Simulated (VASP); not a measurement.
# YPPd3 (Pm-3m) in VASP: further runs

Aim: see how the results for YPPd3 move with the level of theory and the settings. Levels: PBE, RPBE+D3(BJ). Tasks: relaxation of cell and atoms, electron localisation function.

Program: VASP 6.6.1. These are calculated values, not measurements. Logs are shortened: lines on timing, memory, paths and dates and some standing lists are left out, and cuts for length are marked.

### Step 1. The crystal as given

Symmetry: Pm-3m, No. 221, cubic system. Conventional cell: a = 4.150 Å, b = 4.150 Å, c = 4.150 Å, α = 90.00°, β = 90.00°, γ = 90.00°. Around Y (site symmetry m-3m) lie 12 Pd at 2.93 Å. Around P (site symmetry m-3m) lie 6 Pd at 2.08 Å. Pd (site symmetry 4/mmm) has 2 P at 2.08 Å as nearest neighbours.

The cell was built by a generator and needn't be a form met in nature.

### Step 2. Relaxation of cell and atoms, PBE

INCAR

```
PREC     = Accurate       # precision mode
ENCUT    = 600            # plane-wave cutoff, eV
EDIFF    = 1E-6           # SCF threshold, eV
ISMEAR   = 0              # smearing method
SIGMA    = 0.05           # smearing width, eV
LREAL    = F              # projectors in reciprocal space
LASPH    = T              # aspherical terms in the spheres
NELM     = 100            # most SCF steps
ALGO     = Normal         # electronic algorithm
ISIF     = 3              # what is computed and relaxed
LWAVE    = F              # write WAVECAR
LCHARG   = F              # write CHGCAR
GGA      = PE             # functional
IBRION   = 2              # ionic algorithm
NSW      = 60             # ionic steps
EDIFFG   = -0.02          # ionic threshold
```

KPOINTS

```
Automatic mesh
0
Gamma
  7 7 7
```

POSCAR

```
YPPd3
1.0
    4.1504715800      0.0000000000      0.0000000000
    0.0000000000      4.1504715800      0.0000000000
    0.0000000000      0.0000000000      4.1504715800
Y P Pd
1 1 3
Direct
    0.0000000000      0.0000000000      0.0000000000
    0.5000000000      0.5000000000      0.5000000000
    0.5000000000      0.5000000000      0.0000000000
    0.5000000000      0.0000000000      0.5000000000
    0.0000000000      0.5000000000      0.5000000000
```

Potentials or basis: VASP PAW PBE potentials, release 64 (Y_sv, P, Pd).

Started as:

```bash
cat potpaw_PBE.64/Y_sv/POTCAR potpaw_PBE.64/P/POTCAR potpaw_PBE.64/Pd/POTCAR > POTCAR
mpirun -np 1 vasp_std > vasp.out
```

OUTCAR:

```text
PREC = Accurate
   ENCUT = 600
   EDIFF = 1E-6
   ISMEAR = 0
   LREAL = F
   LASPH = T
   NELM = 100
   ISIF = 3
   GGA = PE
   IBRION = 2
   NSW = 60
   EDIFFG = -0.02

 ion  position               nearest neighbor table
   1  0.000  0.000  0.000-   3 2.93   4 2.93   5 2.93   4 2.93   5 2.93   3 2.93   5 2.93   5 2.93
                             3 2.93   4 2.93   4 2.93   3 2.93   2 3.59   2 3.59   2 3.59   2 3.59
   2  0.500  0.500  0.500-   3 2.08   4 2.08   5 2.08   3 2.08   4 2.08   5 2.08   1 3.59   1 3.59
                             1 3.59   1 3.59   1 3.59   1 3.59   1 3.59   1 3.59
   3  0.500  0.500  0.000-   2 2.08   2 2.08   4 2.93   5 2.93   1 2.93   4 2.93   5 2.93   1 2.93
                             4 2.93   4 2.93   1 2.93   5 2.93   5 2.93   1 2.93
   4  0.500  0.000  0.500-   2 2.08   2 2.08   3 2.93   5 2.93   1 2.93   3 2.93   1 2.93   3 2.93
                             5 2.93   3 2.93   1 2.93   5 2.93   1 2.93   5 2.93
   5  0.000  0.500  0.500-   2 2.08   2 2.08   3 2.93   4 2.93   1 2.93   3 2.93   1 2.93   4 2.93
                             1 2.93   1 2.93   3 2.93   4 2.93   3 2.93   4 2.93

  LATTYP: Found a simple cubic cell.
 ALAT       =     4.1504715800

  Lattice vectors:

 A1 = (   4.1504715800,   0.0000000000,   0.0000000000)
 A2 = (   0.0000000000,   4.1504715800,   0.0000000000)
 A3 = (   0.0000000000,   0.0000000000,   4.1504715800)

Analysis of symmetry for initial positions (statically):
=====================================================================
 Subroutine PRICEL returns:
 Original cell was already a primitive cell.

 Routine SETGRP: Setting up the symmetry group for a
 simple cubic supercell.

 Subroutine GETGRP returns: Found 48 space group operations
 (whereof 48 operations were pure point group operations)
 out of a pool of 48 trial point group operations.

The static configuration has the point symmetry O_h .

Analysis of symmetry for dynamics (positions and initial velocities):
=====================================================================
 Subroutine PRICEL returns:
 Original cell was already a primitive cell.

 Routine SETGRP: Setting up the symmetry group for a
 simple cubic supercell.

 Subroutine GETGRP returns: Found 48 space group operations
 (whereof 48 operations were pure point group operations)
 out of a pool of 48 trial point group operations.

The dynamic configuration has the point symmetry O_h .

 Subroutine INISYM returns: Found 48 space group operations
 (whereof 48 operations are pure point group operations),
 and found     1 'primitive' translations

----------------------------------------------------------------------------------------

                                     Primitive cell

  volume of cell :      71.4977

  direct lattice vectors                    reciprocal lattice vectors
     4.150471580  0.000000000  0.000000000     0.240936477  0.000000000  0.000000000
     0.000000000  4.150471580  0.000000000     0.000000000  0.240936477  0.000000000
     0.000000000  0.000000000  4.150471580     0.000000000  0.000000000  0.240936477

  length of vectors
     4.150471580  4.150471580  4.150471580     0.240936477  0.240936477  0.240936477

  position of ions in fractional coordinates (direct lattice)
     0.000000000  0.000000000  0.000000000
     0.500000000  0.500000000  0.500000000
     0.500000000  0.500000000  0.000000000
     0.500000000  0.000000000  0.500000000
     0.000000000  0.500000000  0.500000000

  ion indices of the primitive-cell ions
   primitive index   ion index
                 1           1
                 2           2
                 3           3
                 4           4
                 5           5

----------------------------------------------------------------------------------------

 KPOINTS: Automatic mesh

Automatic generation of k-mesh.
 Grid dimensions read from file:
 generate k-points for:    7    7    7

 Generating k-lattice:

  Cartesian coordinates                     Fractional coordinates (reciprocal lattice)
     0.034419497  0.000000000  0.000000000     0.142857143  0.000000000  0.000000000
     0.000000000  0.034419497  0.000000000     0.000000000  0.142857143  0.000000000
     0.000000000  0.000000000  0.034419497     0.000000000  0.000000000  0.142857143

  Length of vectors
     0.034419497  0.034419497  0.034419497

  Shift w.r.t. Gamma in fractional coordinates (k-lattice)
     0.000000000  0.000000000  0.000000000

 Subroutine IBZKPT returns following result:
 ===========================================

 Found     20 irreducible k-points:

 Following reciprocal coordinates:
            Coordinates               Weight
  0.000000  0.000000  0.000000      1.000000
  0.142857  0.000000  0.000000      6.000000
  0.285714  0.000000  0.000000      6.000000
  0.428571  0.000000  0.000000      6.000000
  0.142857  0.142857  0.000000     12.000000
  0.285714  0.142857  0.000000     24.000000
[... 12 lines left out ...]
  0.428571  0.428571  0.285714     24.000000
  0.428571  0.428571  0.428571      8.000000
   k-points           NKPTS =     20   k-points in BZ     NKDIM =     20   number of bands    NBANDS=     27
   number of dos      NEDOS =    301   number of ions     NIONS =      5
   total plane-waves  NPLWV =  46656
   dimension x,y,z NGX =    36 NGY =   36 NGZ =   36
   dimension x,y,z NGXF=    72 NGYF=   72 NGZF=   72
   ions per type =               1   1   3
   NGX,Y,Z   is equivalent  to a cutoff of  14.42, 14.42, 14.42 a.u.
   NGXF,Y,Z  is equivalent  to a cutoff of  28.84, 28.84, 28.84 a.u.
 SYSTEM =  unknown system
   PREC   = accura    normal or accurate (medium, high low for compatibility)
   ISTART =      0    job   : 0-new  1-cont  2-samecut
   ICHARG =      2    charge: 1-file 2-atom 10-const
   ISPIN  =      1    spin polarized calculation?
   LNONCOLLINEAR =      F non collinear calculations
   LSORBIT =      F    spin-orbit coupling
   LASPH  =      T    aspherical Exc in radial PAW
   ENCUT  =  600.0 eV  44.10 Ry    6.64 a.u.   8.29  8.29  8.29*2*pi/ulx,y,z
   NELM   =    100;   NELMIN=  2; NELMDL= -5     # of ELM steps
   EDIFF  = 0.1E-05   stopping-criterion for ELM
   LREAL  =      F    real-space projection
   EDIFFG = -.2E-01   stopping-criterion for IOM
   NSW    =     60    number of steps for IOM
   IBRION =      2    ionic relax: 0-MD 1-quasi-New 2-CG
   NFREE  =      1    steps in history (QN), initial steepest desc. (CG)
   ISIF   =      3    stress and relaxation
   ISYM   =      2    0-nonsym 1-usesym 2-fastsym
   POTIM  = 0.5000    time-step for ionic-motion
   TEBEG  =    0.0;   TEEND  =   0.0 temperature during run
   PSTRESS=    0.0 pullay stress
   NELECT =      46.0000    total number of electrons
   NUPDOWN=      -1.0000    fix difference up-down
   EMIN   =  10.00;   EMAX   =-10.00  energy-range for DOS
   EFERMI =   0.00;   METHOD = LEGACY
   ISMEAR =     0;   SIGMA  =   0.05  broadening in eV -4-tet -1-fermi 0-gaus
   EFERMI_NEDOS =   21; number of points for ismear=-14 and -15
   IALGO  =     38    algorithm
   IMIX   =      4    mixing-type and parameters
     AMIX     =   0.40;   BMIX     =  1.00
     AMIX_MAG =   1.60;   BMIX_MAG =  1.00
  volume/ion in A,a.u.               =      14.30        96.50
  Fermi-wavevector in a.u.,A,eV,Ry     =   1.413286  2.670723 27.175961  1.997377
  Thomas-Fermi vector in A             =   2.534947
   LORBIT       =      0    0 simple, 1 ext, 2 COOP (PROOUT), +10 PAW based schemes
   GGA     = PE    functional components
   LHFCALC =     F    Hartree Fock is set to
   AEXX    =    0.0000 exact exchange contribution
   IVDW    =     0    specifies the selected vdW correction
   LEPSILON=     F    determine dielectric tensor
   LRPA    =     F    only Hartree local field effects (RPA)
 conjugate gradient relaxation of ions
 non-spin polarized calculation
 Gauss-broadening in eV      SIGMA  =   0.05
  energy-cutoff  :      600.00
  volume of cell :       71.50
 maximum number of plane-waves:      2409
 NGX is ok and might be reduce to    36
   NGX = 17   NGY = 17   NGZ = 17

--------------------------------------- Ionic step        1  -------------------------------------------

 number of electron      46.0000007 magnetization

 Free energy of the ion-electron system (eV)
  ---------------------------------------------------
  ext. energy  EPLUGINS =         0.00000000
  ---------------------------------------------------
  free energy    TOTEN  =       -27.10126591 eV

  energy without entropy =      -27.09803614  energy(sigma->0) =      -27.09965103

 E-fermi :  11.1986     XC(G=0): -12.8208

 val. band max:       11.1814476491   @ k =   0.2857   0.2857   0.0000
 cond. band min:      11.2245475523   @ k =   0.4286   0.4286   0.1429
 fundamental gap:      0.0430999032
 Fermi energy:        11.1985579264

 k-point     1 :       0.0000    0.0000    0.0000
  band No.  band energies     occupation
      1     -31.7837      2.00000
      2     -11.8247      2.00000
      3     -11.8247      2.00000
      4     -11.8247      2.00000
      5      -4.0970      2.00000
      6       4.1982      2.00000
[... 1335 lines left out ...]
 POSITION                                       TOTAL-FORCE (eV/Angst)
 -----------------------------------------------------------------------------------
      0.00000      0.00000      0.00000         0.000000      0.000000      0.000000
      2.29680      2.29680      2.29680         0.000000      0.000000      0.000000
      2.29680      2.29680      0.00000         0.000000      0.000000      0.000000
      2.29680      0.00000      2.29680        -0.000000     -0.000000      0.000000
     -0.00000      2.29680      2.29680        -0.000000     -0.000000      0.000000
 -----------------------------------------------------------------------------------
    total drift:                                0.000000      0.000000      0.000000

  FREE ENERGIE OF THE ION-ELECTRON SYSTEM (eV)
  ---------------------------------------------------
  free  energy   TOTEN  =       -31.0157861527 eV

  energy  without entropy=      -31.0145520674  energy(sigma->0) =      -31.01516911

--------------------------------------- Ionic step        5  -------------------------------------------

 number of electron      45.9999987 magnetization

 Free energy of the ion-electron system (eV)
  ---------------------------------------------------
  ext. energy  EPLUGINS =         0.00000000
  ---------------------------------------------------
  free energy    TOTEN  =       -31.02235421 eV

  energy without entropy =      -31.02088669  energy(sigma->0) =      -31.02162045

 E-fermi :   7.1755     XC(G=0): -11.2481

 val. band max:        7.1256569874   @ k =   0.4286   0.4286   0.1429
 cond. band min:       7.2252803525   @ k =   0.4286   0.4286   0.2857
 fundamental gap:      0.0996233651
 Fermi energy:         7.1754946338

 k-point     1 :       0.0000    0.0000    0.0000
  band No.  band energies     occupation
      1     -36.5541      2.00000
      2     -16.4472      2.00000
      3     -16.4472      2.00000
      4     -16.4472      2.00000
      5      -5.4933      2.00000
      6       1.9903      2.00000
[... 611 lines left out ...]
 POSITION                                       TOTAL-FORCE (eV/Angst)
 -----------------------------------------------------------------------------------
      0.00000      0.00000      0.00000         0.000000      0.000000      0.000000
      2.28614      2.28614      2.28614         0.000000      0.000000      0.000000
      2.28614      2.28614      0.00000         0.000000      0.000000      0.000000
      2.28614      0.00000      2.28614        -0.000000     -0.000000      0.000000
     -0.00000      2.28614      2.28614        -0.000000     -0.000000      0.000000
 -----------------------------------------------------------------------------------
    total drift:                                0.000000      0.000000      0.000000

  FREE ENERGIE OF THE ION-ELECTRON SYSTEM (eV)
  ---------------------------------------------------
  free  energy   TOTEN  =       -31.0223542081 eV

  energy  without entropy=      -31.0208866949  energy(sigma->0) =      -31.02162045

 reached required accuracy - stopping structural energy minimisation
```

It took 4.1 min on 1 thread of Intel Xeon Platinum 8259CL at 2.50GHz (Skylake/Cascade Lake), shared host; peak memory 0.24 GiB.

What came out:

- Free energy: -31.0224 eV
- Relaxed volume: 19.12 Å³/atom
- Relaxed cell: a = 4.572 Å, b = 4.572 Å, c = 4.572 Å, α = 90.00°, β = 90.00°, γ = 90.00°
- Space group after relaxing (to 0.05 Å): Pm-3m (No. 221)
- Energy gained by relaxing: 784.2 meV/atom
- Ionic steps: 5
- Pressure after relaxing: 0.0 GPa
- Band gap on the k mesh: none (metal or under the smearing width)

The path:
| step | energy change (eV) | largest force (eV/Å) | pressure (GPa) | volume (Å³) |
| --- | --- | --- | --- | --- |
| 1 | 0.0000 | 0.0000 | 68.63 | 71.50 |
| 2 | 1.4837 | 0.0000 | -17.91 | 155.45 |
| 3 | -3.8732 | 0.0000 | -4.07 | 99.26 |
| 4 | -3.9145 | 0.0000 | -1.57 | 96.93 |
| 5 | -3.9211 | 0.0000 | 0.04 | 95.59 |

Final structure:
```
Y P Pd
1.0
     4.57228    0.00000    0.00000
     0.00000    4.57228    0.00000
     0.00000    0.00000    4.57228
Y P Pd
1 1 3
Direct
  0.00000 0.00000 0.00000
  0.50000 0.50000 0.50000
  0.50000 0.50000 0.00000
  0.50000 0.00000 0.50000
  0.00000 0.50000 0.50000
```

Levels at points of the mesh, in eV from the Fermi level:
| k point | band 21 | band 22 | band 23 | band 24 | band 25 | band 26 |
| --- | --- | --- | --- | --- | --- | --- |
| (0.00, 0.00, 0.00) | -1.64 | -1.64 | -1.51 | 1.19 | 1.19 | 2.87 |

Caveat: the volume moved by over 15 % at a fixed basis, so the end points are rough.

### Step 3. Electron localisation function, RPBE+D3(BJ) (atoms moved at random, drawn with an rms of 0.1 Å)

INCAR

```
SYSTEM = YPPd3
  PREC = Accurate
  ENCUT = 500
  EDIFF = 1E-6
  ISMEAR = 0
  SIGMA = 0.1
  LREAL = .FALSE.
  LASPH = .TRUE.
  NELM = 60
  ALGO = Normal
  ISIF = 2
  LWAVE = .FALSE.
  LCHARG = .TRUE.
  GGA = RP
  IVDW = 12
  LELF = .TRUE.
```

KPOINTS

```
Automatic mesh
0
G
  7 7 7
  0 0 0
```

POSCAR

```
YPPd3
1.0
    4.1504715800      0.0000000000      0.0000000000
    0.0000000000      4.1504715800      0.0000000000
    0.0000000000      0.0000000000      4.1504715800
Y P Pd
1 1 3
Direct
   -0.0003830000     -0.0068570000     -0.0199790000
    0.5035870000      0.4871610000      0.4965260000
    0.5070240000      0.5040610000     -0.0012270000
    0.5059070000     -0.0033550000      0.5337090000
    0.0041640000      0.4928690000      0.5066720000
```

Potentials or basis: VASP PAW PBE potentials, release 64 (Y_sv, P, Pd).

Started as:

```bash
cat potpaw_PBE.64/Y_sv/POTCAR potpaw_PBE.64/P/POTCAR potpaw_PBE.64/Pd/POTCAR > POTCAR
mpirun -np 1 vasp_std > vasp.out
```

Wall time 4.4 min (1 thread of Intel Xeon Platinum 8259CL at 2.50GHz (Skylake/Cascade Lake), shared host); peak memory 0.45 GiB.

The run converged. Its results:

```yaml
Free_energy: -42.1683 eV
Pressure: 28.6 GPa
Largest_force: 1.734 eV/Å
Band_gap_on_the_k_mesh: none (metal or under the smearing width)
Dispersion_energy_per_atom: -3.610 eV
```

Forces in eV/Å, atoms in the order of the input:
```
Y    0.290  0.205  1.697
P   -0.077  0.989 -1.069
Pd  -0.069  0.239  0.043
Pd  -0.097 -1.596 -0.284
Pd  -0.047  0.163 -0.387
```

Stress tensor (GPa, compression positive):
```
29.14  0.03  0.15
 0.03 27.73 -1.25
 0.15 -1.25 29.07
```

Levels at points of the mesh, in eV from the Fermi level:
| k point | band 21 | band 22 | band 23 | band 24 | band 25 | band 26 |
| --- | --- | --- | --- | --- | --- | --- |
| (0.00, 0.00, 0.00) | -2.32 | -2.26 | -2.13 | 1.45 | 1.49 | 4.21 |

Caveat: the PAW data sets were made with another functional, which shifts forces and pressure a little; pairwise dispersion overbinds metals, which lowers pressure and volume.

### Step 4. For comparison

An earlier run on the cell as given: functional PBE; potentials or basis VASP PAW PBE potentials, release 64 (Y_sv, P, Pd); cutoff 520 eV; k mesh 7 × 7 × 7; occupations fermi-dirac, width 0.05 eV; no spin polarisation.

* Pressure: 68.7 GPa
* Band gap on the k mesh: none (metal or under the smearing width)

### Step 5. Overview

```csv
task,level,cell,cutoff (eV),smearing,gap on the mesh (eV),pressure (GPa)
relaxation of cell and atoms,PBE,relaxed,600,gaussian 0.05 eV,none,0.0
electron localisation function,RPBE+D3(BJ),"atoms moved at random, drawn with an rms of 0.1 Å",500,gaussian 0.1 eV,none,28.6
single point,PBE,as given,520,fermi-dirac 0.05 eV,none,68.7
```

Alike in all rows: potentials or basis VASP PAW PBE potentials, release 64 (Y_sv, P, Pd); no spin polarisation; k mesh 7 × 7 × 7.

Caveats: the volume moved by over 15 % at a fixed basis, so the end points are rough (some runs); the PAW data sets were made with another functional, which shifts forces and pressure a little (some runs); pairwise dispersion overbinds metals, which lowers pressure and volume (some runs); a pressure of tens of GPa on the cell as given is suspect, and the run, the potentials or the cell itself is likely at fault (some runs).

Absolute energies hang on the potentials; compare differences alone.
